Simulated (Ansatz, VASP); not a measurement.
# C ((14,0) graphene nanotube bundle): VASP beside Ansatz, part 2 of 2

Wanted: the spread between two codes on one cell, functional and k mesh. Of the first pair: The structure shown is the start of the Ansatz relaxation below; VASP solves that cell, so the two are compared at the walk's first step.

VASP 6.6.1 and Ansatz 0.2.0.

So far. Step 3 (VASP: single point, PBE with D4, start cell, pair 1): The run ends at a pressure of 23.84 GPa, with forces up to 0.54 eV/Å. Step 6 (VASP: single point, PBE with D4, relaxed atoms in a …): The run ends at a pressure of 13.17 GPa, with forces up to 0.057 eV/Å.

**8. VASP: single point, PBE with D4, pair 3**

Level of this step: PBE with D4; plane waves and PAW (C) (VASP).

A single point takes one fixed geometry, so differences don't come from the geometry; what else differs is listed under the comparison.

The input, INCAR:

```
SYSTEM = C
PREC = Accurate
ENCUT = 600
EDIFF = 1E-06
NELM = 120
ISMEAR = 0
SIGMA = 0.025
LREAL = Auto
ALGO = Normal
GGA = PE
IVDW = 13
NBANDS = 304
LORBIT = 11
LWAVE = .FALSE.
LCHARG = .FALSE.
ISIF = 2
LASPH = .TRUE.
GGA_COMPAT = .FALSE.
EFERMI = MIDGAP
KPAR = 2
NCORE = 2
```

The input, POSCAR:

```
C
1.0
   14.4817900000      0.0000000000      0.0000000000
   -7.2409000000     11.9880000000      0.0000000000
    0.0000000000      0.0000000000      8.5260700000
C
112
Direct
    0.3862100000      0.0000000000      0.1757500000
    0.4278750000      0.1022600000      0.0923500000
    0.4475600000      0.1990900000      0.1757100000
    0.4431800000      0.2847900000      0.0922000000
    0.4278750000      0.1022600000      0.4256700000
    0.4475600000      0.1990900000      0.3423100000
    0.4156650000      0.3547400000      0.1756400000
    0.3687200000      0.4072200000      0.0923000000
    0.4431800000      0.2847900000      0.4258200000
    0.4156650000      0.3547400000      0.3423800000
    0.3048900000      0.4406900000      0.1757800000
    0.2261000000      0.4522000000      0.0924400000
    0.3687200000      0.4072200000      0.4257200000
    0.3048900000      0.4406900000      0.3422400000
    0.1358000000      0.4406900000      0.1757800000
    0.0385000000      0.4072200000      0.0923000000
    0.2261000000      0.4522000000      0.4255800000
    0.1358000000      0.4406900000      0.3422400000
    0.9390750000      0.3547400000      0.1756400000
    0.8416100000      0.2847900000      0.0922000000
    0.0385000000      0.4072200000      0.4257200000
    0.9390750000      0.3547400000      0.3423800000
    0.7515300000      0.1990900000      0.1757100000
    0.6743850000      0.1022600000      0.0923500000
    0.8416100000      0.2847900000      0.4258200000
    0.7515300000      0.1990900000      0.3423100000
    0.6137900000      0.0000000000      0.1757500000
    0.5721250000      0.8977400000      0.0923500000
    0.6743850000      0.1022600000      0.4256700000
    0.6137900000      0.0000000000      0.3422700000
[... 76 atom lines left out ...]
    0.2484700000      0.8009100000      0.6757100000
    0.3256150000      0.8977400000      0.5923500000
    0.1583900000      0.7152100000      0.9258200000
    0.2484700000      0.8009100000      0.8423100000
    0.3256150000      0.8977400000      0.9256700000
    0.3862100000      0.0000000000      0.8422700000
```

The input, KPOINTS:

```
Automatic mesh
0
Gamma
1 1 2
0 0 0
```

The projector-augmented-wave data sets are C (PBE family, release 64).

The run is started by

```bash
mpirun -np 16 vasp_std
```

Log:

```text
[... set-up lines as in an earlier step ...]
 entering main loop
       N       E                     dE             d eps       ncg     rms          rms(c)
DAV:   1     0.283822395886E+04    0.28382E+04   -0.23114E+05  1216   0.147E+03
DAV:   2    -0.754561269588E+03   -0.35928E+04   -0.34234E+04  1584   0.319E+02
DAV:   3    -0.108508331069E+04   -0.33052E+03   -0.32642E+03  1440   0.953E+01
DAV:   4    -0.109454366121E+04   -0.94604E+01   -0.94221E+01  1568   0.177E+01
[...]
DAV:  19    -0.102492959696E+04   -0.21881E-05   -0.85051E-08   888   0.511E-04    0.206E-04
DAV:  20    -0.102492959817E+04   -0.12112E-05   -0.48316E-08   824   0.338E-04    0.105E-04
DAV:  21    -0.102492959820E+04   -0.25244E-07   -0.10835E-08   880   0.173E-04
   1 F= -.10403451E+04 E0= -.10403451E+04  d E =-.212162E-29
```

Parts of OUTCAR (step 8):

```text
  FREE ENERGIE OF THE ION-ELECTRON SYSTEM (eV)
  ---------------------------------------------------
  free  energy   TOTEN  =     -1040.3451361225 eV

  energy  without entropy=    -1040.3451361225  energy(sigma->0) =    -1040.34513612
```

The run ends at a pressure of 0.00 GPa, with forces up to 0.014 eV/Å.

**9. Ansatz: single point, PBE with D4, pair 3**

The same cell, functional, mesh and smearing now go to Ansatz, which takes its cutoff from its data sets.

The cell is taken from a series of runs on this material, whose earlier steps may have relaxed, scaled, displaced or heated it; both programs get it as it stands.

The input, input.yaml:

```yaml
crystal:
  lattice:
    - [14.48179, 0.0, 0.0]
    - [-7.2409, 11.988, 0.0]
    - [0.0, 0.0, 8.52607]
  atoms:
    - { symbol: C, position: [0.38621, 1.0, 0.17575] }
    - { symbol: C, position: [0.42788, 0.10226, 0.09235] }
    - { symbol: C, position: [0.44756, 0.19909, 0.17571] }
    - { symbol: C, position: [0.44318, 0.28479, 0.0922] }
    - { symbol: C, position: [0.42788, 0.10226, 0.42567] }
    - { symbol: C, position: [0.44756, 0.19909, 0.34231] }
    - { symbol: C, position: [0.41566, 0.35474, 0.17564] }
    - { symbol: C, position: [0.36872, 0.40722, 0.0923] }
    - { symbol: C, position: [0.44318, 0.28479, 0.42582] }
    - { symbol: C, position: [0.41566, 0.35474, 0.34238] }
    - { symbol: C, position: [0.30489, 0.44069, 0.17578] }
    - { symbol: C, position: [0.2261, 0.4522, 0.09244] }
    - { symbol: C, position: [0.36872, 0.40722, 0.42572] }
    - { symbol: C, position: [0.30489, 0.44069, 0.34224] }
    - { symbol: C, position: [0.1358, 0.44069, 0.17578] }
    - { symbol: C, position: [0.0385, 0.40722, 0.0923] }
    - { symbol: C, position: [0.2261, 0.4522, 0.42558] }
    - { symbol: C, position: [0.1358, 0.44069, 0.34224] }
    - { symbol: C, position: [0.93907, 0.35474, 0.17564] }
    - { symbol: C, position: [0.84161, 0.28479, 0.0922] }
    - { symbol: C, position: [0.0385, 0.40722, 0.42572] }
    - { symbol: C, position: [0.93907, 0.35474, 0.34238] }
    - { symbol: C, position: [0.75153, 0.19909, 0.17571] }
    - { symbol: C, position: [0.67439, 0.10226, 0.09235] }
    - { symbol: C, position: [0.84161, 0.28479, 0.42582] }
    - { symbol: C, position: [0.75153, 0.19909, 0.34231] }
    - { symbol: C, position: [0.61379, 1.0, 0.17575] }
    - { symbol: C, position: [0.57212, 0.89774, 0.09235] }
    - { symbol: C, position: [0.67439, 0.10226, 0.42567] }
    - { symbol: C, position: [0.61379, 1.0, 0.34227] }
[... 76 atom lines left out ...]
    - { symbol: C, position: [0.24847, 0.80091, 0.67571] }
    - { symbol: C, position: [0.32561, 0.89774, 0.59235] }
    - { symbol: C, position: [0.15839, 0.71521, 0.92582] }
    - { symbol: C, position: [0.24847, 0.80091, 0.84231] }
    - { symbol: C, position: [0.32561, 0.89774, 0.92567] }
    - { symbol: C, position: [0.38621, 1.0, 0.84227] }
kpoints:
  mp_grid: { grid: [1, 1, 2] }
hamiltonian:
  xc: pbe
  dispersion: d4
scf:
  occupations: { method: gaussian, width: 0.025 }
output:
  forces: true
  stress: true
  populations: true
  dos:
    method: { smearing: { sigma: 0.1 } }
    de: 0.1
    projected: { site_lists: { C: [C] } }
  eigenvalues: true
  write_density: true
  write_potential: true
  volumetric_format: npy
```

Atom lines that are left out differ too.

The run is started by

```bash
ansatz run input.yaml --threads 8 --pin off --max-ram 15872MiB --backend cpu --events-out ev --progress --plain --runs-dir out
```

Log:

```text
[...]
--- Löwdin populations: 112 sites ---
  site symbol       q [e]
     0      C      3.9615
     1      C      3.9593
     2      C      3.9597
     3      C      3.9613
     4      C      3.9593
     5      C      3.9597
     6      C      3.9609
     7      C      3.9623
[...]
108      C      3.9613
   109      C      3.9597
   110      C      3.9593
   111      C      3.9615
  spilling = 0.009841 (of n_electrons = 448.000000)
```

**10. Differences**

The two programs side by side:

```csv
quantity,Ansatz,VASP,difference
pressure (GPa),-0.01,0.00,-0.01
gap on the k mesh (eV),0.400,0.400,0.000
```

The largest component of a force difference here is 8 meV/Å. A gap on the mesh is an upper bound, since the band edges may lie between its points. Where the cell holds vacuum, a pressure given here is an average over it and none of the material.

**11. Outcome**

```yaml
r_m_s_force_difference_single_point_pbe_with_d4_start_cell_pair_1: 2.0 % of the r.m.s. force
difference_in_gap_on_the_k_mesh_single_point_pbe_with_d4_relaxed_atoms_in_a_fixed_cell_pair_2: 6.4e-4 eV
difference_in_gap_on_the_k_mesh_single_point_pbe_with_d4_pair_3: 2.9e-4 eV
```

In words: The r.m.s. force difference is 2.0 % of the r.m.s. force (single point, PBE with D4, start cell, pair 1), within the 3 % picked in this series as the mark of a large difference. How closely two codes agree says nothing of how well the functional describes the real material.

[Lines on the potential files, build, host, timing and source positions are cut from VASP's logs without a mark.]

[Logs are printed without paths, hosts, clocks, repeated set-up lines and the standing remarks that a program may print on its own settings, such as how far it seeks lower states.]

[Hosts, paths, dates, database ids (printed as entryN), source tags and the programs' standing remarks are cut or masked in the printed files.]
